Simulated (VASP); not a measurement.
# Y5Mg (P-62m) in VASP: single point with LDA

Aim: the single point of Y5Mg with LDA.

Program: VASP 6.6.1. These are calculated values, not measurements. Logs are shortened: lines on timing, memory, paths and dates and some standing lists are left out, and cuts for length are marked.

### 1 The cell of the first run

It takes space group P-62m (No. 189, hexagonal). Conventional cell: a = 6.000 Å, b = 6.000 Å, c = 5.441 Å, α = 90.00°, β = 90.00°, γ = 120.00°. Y (site symmetry m2m) has 2 Mg at 3.33 Å and 10 Y at 3.34 to 3.53 Å as nearest neighbours. Around Y (site symmetry -6) lie 9 Y at 3.40 to 3.46 Å and 3 Mg at 3.46 Å. Around Mg (site symmetry -62m) lie 12 Y at 3.33 to 3.46 Å.

The cell comes from a database or a generator and needn't be the stable form of this composition.

### 2 Single point, LDA (relaxed again under DFT LDA, scalar-relativistic, plane waves, PAW)

Input file INCAR:

```
SYSTEM = Y5Mg
PREC = Accurate
ENCUT = 520
EDIFF = 1E-7
ISMEAR = 0
SIGMA = 0.1
LREAL = .False.
LASPH = .True.
NELM = 100
ALGO = Fast
ISIF = 2
LWAVE = .False.
LCHARG = .False.
NBANDS = 38
```

Input file KPOINTS:

```
Automatic mesh
0
Gamma
  9 9 6
  0 0 0
```

Input file POSCAR:

```
Y5Mg
1.0
    6.0000069250      0.0000000000      0.0000000000
   -3.0000034625      5.1961584199      0.0000000000
    0.0000000000      0.0000000000      5.4412273109
Y Mg
5 1
Direct
    0.6785846047      0.0000000000      0.5000000000
    0.3214153953      0.3214153953      0.5000000000
    0.0000000000      0.6785846047      0.5000000000
    0.6666666667      0.3333333333      0.0000000000
    0.3333333333      0.6666666667      0.0000000000
    0.0000000000      0.0000000000      0.0000000000
```

Potentials or basis: VASP PAW LDA potentials, release 64 (Y_sv, Mg).

Run with:

```bash
$ cat potpaw_LDA.64/Y_sv/POTCAR potpaw_LDA.64/Mg/POTCAR > POTCAR
$ mpirun -np 1 vasp_std > vasp.out
```

OUTCAR:

```text
SYSTEM = Y5Mg
   PREC = Accurate
   ENCUT = 520
   EDIFF = 1E-7
   ISMEAR = 0
   LREAL = .False.
   LASPH = .True.
   NELM = 100
   ISIF = 2

 ion  position               nearest neighbor table
   1  0.679  0.000  0.500-   6 3.33   6 3.33   2 3.34   3 3.34   4 3.40   4 3.40   5 3.40   5 3.40
                             3 3.53   2 3.53   2 3.53   3 3.53
   2  0.321  0.321  0.500-   6 3.33   6 3.33   3 3.34   1 3.34   5 3.40   5 3.40   4 3.40   4 3.40
                             1 3.53   3 3.53   3 3.53   1 3.53
   3  0.000  0.679  0.500-   6 3.33   6 3.33   2 3.34   1 3.34   5 3.40   5 3.40   4 3.40   4 3.40
                             1 3.53   2 3.53   2 3.53   1 3.53
   4  0.667  0.333  0.000-   1 3.40   1 3.40   3 3.40   3 3.40   2 3.40   2 3.40   5 3.46   5 3.46
                             6 3.46   6 3.46   6 3.46   5 3.46
   5  0.333  0.667  0.000-   3 3.40   3 3.40   1 3.40   1 3.40   2 3.40   2 3.40   4 3.46   6 3.46
                             4 3.46   6 3.46   6 3.46   4 3.46
   6  0.000  0.000  0.000-   2 3.33   3 3.33   2 3.33   3 3.33   1 3.33   1 3.33   5 3.46   4 3.46
                             5 3.46   4 3.46   4 3.46   5 3.46

  LATTYP: Found a hexagonal cell.
 ALAT       =     6.0000069250
 C/A-ratio  =     0.9068701718

  Lattice vectors:

 A1 = (   6.0000069250,   0.0000000000,   0.0000000000)
 A2 = (  -3.0000034625,   5.1961584199,   0.0000000000)
 A3 = (   0.0000000000,   0.0000000000,   5.4412273109)

Analysis of symmetry for initial positions (statically):
=====================================================================
 Subroutine PRICEL returns:
 Original cell was already a primitive cell.

 Routine SETGRP: Setting up the symmetry group for a
 hexagonal supercell.

 Subroutine GETGRP returns: Found 12 space group operations
 (whereof 12 operations were pure point group operations)
 out of a pool of 24 trial point group operations.

The static configuration has the point symmetry D_3h.

Analysis of symmetry for dynamics (positions and initial velocities):
=====================================================================
 Subroutine PRICEL returns:
 Original cell was already a primitive cell.

 Routine SETGRP: Setting up the symmetry group for a
 hexagonal supercell.

 Subroutine GETGRP returns: Found 12 space group operations
 (whereof 12 operations were pure point group operations)
 out of a pool of 24 trial point group operations.

The dynamic configuration has the point symmetry D_3h.

 Subroutine INISYM returns: Found 12 space group operations
 (whereof 12 operations are pure point group operations),
 and found     1 'primitive' translations

----------------------------------------------------------------------------------------

                                     Primitive cell

  volume of cell :     169.6411

  direct lattice vectors                    reciprocal lattice vectors
     6.000006925  0.000000000  0.000000000     0.166666474  0.096224934  0.000000000
    -3.000003463  5.196158420  0.000000000     0.000000000  0.192449868  0.000000000
     0.000000000  0.000000000  5.441227311     0.000000000  0.000000000  0.183782067

  length of vectors
     6.000006925  6.000006925  5.441227311     0.192449868  0.192449868  0.183782067

  position of ions in fractional coordinates (direct lattice)
     0.678584605  0.000000000  0.500000000
     0.321415395  0.321415395  0.500000000
     0.000000000  0.678584605  0.500000000
     0.666666667  0.333333333  0.000000000
     0.333333333  0.666666667  0.000000000
     0.000000000  0.000000000  0.000000000

  ion indices of the primitive-cell ions
   primitive index   ion index
                 1           1
                 2           2
                 3           3
                 4           4
                 5           5
                 6           6

----------------------------------------------------------------------------------------

 KPOINTS: Automatic mesh

Automatic generation of k-mesh.
 Grid dimensions read from file:
 generate k-points for:    9    9    6

 Generating k-lattice:

  Cartesian coordinates                     Fractional coordinates (reciprocal lattice)
     0.018518497  0.010691659  0.000000000     0.111111111  0.000000000  0.000000000
     0.000000000  0.021383319  0.000000000     0.000000000  0.111111111  0.000000000
     0.000000000  0.000000000  0.030630344     0.000000000  0.000000000  0.166666667

  Length of vectors
     0.021383319  0.021383319  0.030630344

  Shift w.r.t. Gamma in fractional coordinates (k-lattice)
     0.000000000  0.000000000  0.000000000

 Subroutine IBZKPT returns following result:
 ===========================================

 Found     48 irreducible k-points:

 Following reciprocal coordinates:
            Coordinates               Weight
  0.000000  0.000000  0.000000      1.000000
  0.111111  0.000000  0.000000      6.000000
  0.222222  0.000000  0.000000      6.000000
  0.333333  0.000000  0.000000      6.000000
  0.444444  0.000000  0.000000      6.000000
  0.111111  0.111111  0.000000      6.000000
[... 16 lines left out ...]
  0.333333  0.222222  0.166667     24.000000
  0.333333  0.333333  0.166667      4.000000
 [... further k-points ...]
   k-points           NKPTS =     48   k-points in BZ     NKDIM =     48   number of bands    NBANDS=     38
   number of dos      NEDOS =    301   number of ions     NIONS =      6
   total plane-waves  NPLWV =  92160
   dimension x,y,z NGX =    48 NGY =   48 NGZ =   40
   dimension x,y,z NGXF=    96 NGYF=   96 NGZF=   80
   ions per type =               5   1
   NGX,Y,Z   is equivalent  to a cutoff of  13.30, 13.30, 12.22 a.u.
   NGXF,Y,Z  is equivalent  to a cutoff of  26.60, 26.60, 24.44 a.u.
 SYSTEM =  Y5Mg
   PREC   = accura    normal or accurate (medium, high low for compatibility)
   ISTART =      0    job   : 0-new  1-cont  2-samecut
   ICHARG =      2    charge: 1-file 2-atom 10-const
   ISPIN  =      1    spin polarized calculation?
   LNONCOLLINEAR =      F non collinear calculations
   LSORBIT =      F    spin-orbit coupling
   LASPH  =      T    aspherical Exc in radial PAW
   ENCUT  =  520.0 eV  38.22 Ry    6.18 a.u.  11.16 11.16 10.12*2*pi/ulx,y,z
   NELM   =    100;   NELMIN=  2; NELMDL= -5     # of ELM steps
   EDIFF  = 0.1E-06   stopping-criterion for ELM
   LREAL  =      F    real-space projection
   EDIFFG = 0.1E-05   stopping-criterion for IOM
   NSW    =      0    number of steps for IOM
   IBRION =     -1    ionic relax: 0-MD 1-quasi-New 2-CG
   NFREE  =      0    steps in history (QN), initial steepest desc. (CG)
   ISIF   =      2    stress and relaxation
   ISYM   =      2    0-nonsym 1-usesym 2-fastsym
   POTIM  = 0.5000    time-step for ionic-motion
   TEBEG  =    0.0;   TEEND  =   0.0 temperature during run
   PSTRESS=    0.0 pullay stress
   NELECT =      57.0000    total number of electrons
   NUPDOWN=      -1.0000    fix difference up-down
   EMIN   =  10.00;   EMAX   =-10.00  energy-range for DOS
   EFERMI =   0.00;   METHOD = LEGACY
   ISMEAR =     0;   SIGMA  =   0.10  broadening in eV -4-tet -1-fermi 0-gaus
   EFERMI_NEDOS =   21; number of points for ismear=-14 and -15
   IALGO  =     68    algorithm
   IMIX   =      4    mixing-type and parameters
     AMIX     =   0.40;   BMIX     =  1.00
     AMIX_MAG =   1.60;   BMIX_MAG =  1.00
  volume/ion in A,a.u.               =      28.27       190.80
  Fermi-wavevector in a.u.,A,eV,Ry     =   1.138124  2.150742 17.623973  1.295325
  Thomas-Fermi vector in A             =   2.274828
   LORBIT       =      0    0 simple, 1 ext, 2 COOP (PROOUT), +10 PAW based schemes
   GGA     = CA    functional components
   LHFCALC =     F    Hartree Fock is set to
   AEXX    =    0.0000 exact exchange contribution
   IVDW    =     0    specifies the selected vdW correction
   LEPSILON=     F    determine dielectric tensor
   LRPA    =     F    only Hartree local field effects (RPA)
 non-spin polarized calculation
 RMM-DIIS sequential band-by-band and
 Gauss-broadening in eV      SIGMA  =   0.10
  energy-cutoff  :      520.00
  volume of cell :      169.64
 maximum number of plane-waves:      4598
 NGX is ok and might be reduce to    48
   NGX = 23   NGY = 23   NGZ = 21

 number of electron      56.9999997 magnetization

 Free energy of the ion-electron system (eV)
  ---------------------------------------------------
  ext. energy  EPLUGINS =         0.00000000
  ---------------------------------------------------
  free energy    TOTEN  =       -36.54183683 eV

  energy without entropy =      -36.49065787  energy(sigma->0) =      -36.51624735

 E-fermi :   3.2548     XC(G=0):  -9.9000

 val. band max:        3.2483239209   @ k =   0.4444   0.0000   0.1667
 cond. band min:       3.2583334706   @ k =   0.3333   0.1111   0.5000
 fundamental gap:      0.0100095497
 Fermi energy:         3.2548405279

 k-point     1 :       0.0000    0.0000    0.0000
  band No.  band energies     occupation
      1     -39.0272      2.00000
      2     -38.9450      2.00000
      3     -38.9050      2.00000
      4     -38.8546      2.00000
      5     -38.8546      2.00000
      6     -19.5251      2.00000
[... 30 lines left out ...]
     37       5.2899      0.00000
     38       5.6923      0.00000

 k-point     2 :       0.1111    0.0000    0.0000
  band No.  band energies     occupation
      1     -39.0247      2.00000
      2     -38.9472      2.00000
      3     -38.9040      2.00000
      4     -38.8557      2.00000
      5     -38.8549      2.00000
      6     -19.5167      2.00000
[... 30 lines left out ...]
     37       5.3678      0.00000
     38       5.6181      0.00000
[... 859 lines left out ...]
     37       5.2215      0.00000
     38       5.4243      0.00000

 k-point    24 :       0.3333    0.3333    0.1667
  band No.  band energies     occupation
      1     -38.9807      2.00000
      2     -38.9807      2.00000
      3     -38.8949      2.00000
      4     -38.8654      2.00000
      5     -38.8654      2.00000
      6     -19.3924      2.00000
[... 30 lines left out ...]
     37       5.3119      0.00000
     38       5.3296      0.00000

 [... further k-points ...]

------------------------ aborting loop because EDIFF is reached ----------------------------------------

  FORCE on cell =-STRESS in cart. coord.  units (eV):
  Direction    XX          YY          ZZ          XY          YZ          ZX
  --------------------------------------------------------------------------------------
  -------------------------------------------------------------------------------------
  Total       -0.2728983     -0.2728983     -0.2472723      0.0000000      0.0000000     -0.0000000
  in kB       -2.5773912     -2.5773912     -2.3353669      0.0000000      0.0000000     -0.0000000
  external PRESSURE =      -2.4967165 kB  Pullay stress =       0.0000000 kB

 VOLUME and BASIS-vectors are now :
 -----------------------------------------------------------------------------
  energy-cutoff  :      520.00
  volume of cell :      169.64
      direct lattice vectors                 reciprocal lattice vectors
     6.000006925  0.000000000  0.000000000     0.166666474  0.096224934  0.000000000
    -3.000003463  5.196158420  0.000000000     0.000000000  0.192449868  0.000000000
     0.000000000  0.000000000  5.441227311     0.000000000  0.000000000  0.183782067

 POSITION                                       TOTAL-FORCE (eV/Angst)
 -----------------------------------------------------------------------------------
      4.07151      0.00000      2.72061        -0.002066      0.000000     -0.000000
      0.96425      1.67013      2.72061         0.001033      0.001789      0.000000
     -2.03576      3.52603      2.72061         0.001033     -0.001789      0.000000
      3.00000      1.73205      0.00000         0.000000     -0.000000     -0.000000
     -0.00000      3.46411      0.00000        -0.000000      0.000000     -0.000000
      0.00000      0.00000      0.00000        -0.000000      0.000000     -0.000000
 -----------------------------------------------------------------------------------
    total drift:                                0.000000      0.000000     -0.000000

  FREE ENERGIE OF THE ION-ELECTRON SYSTEM (eV)
  ---------------------------------------------------
  free  energy   TOTEN  =       -36.5418368329 eV

  energy  without entropy=      -36.4906578730  energy(sigma->0) =      -36.51624735
```

Run time: 11 min. Hardware: 1 thread of Intel Xeon Platinum 8259CL at 2.50GHz (Skylake/Cascade Lake), shared host; peak memory 0.41 GiB.

Results:

```
Free energy            : -36.5418 eV
Pressure               : -0.2 GPa
Band gap on the k mesh : none (metal or under the smearing width)
```

Forces in eV/Å, atoms in the order of the input:
```
Y   -0.002  0.000  0.000
Y    0.001  0.002  0.000
Y    0.001 -0.002  0.000
Y    0.000  0.000  0.000
Y    0.000  0.000  0.000
Mg   0.000  0.000  0.000
```
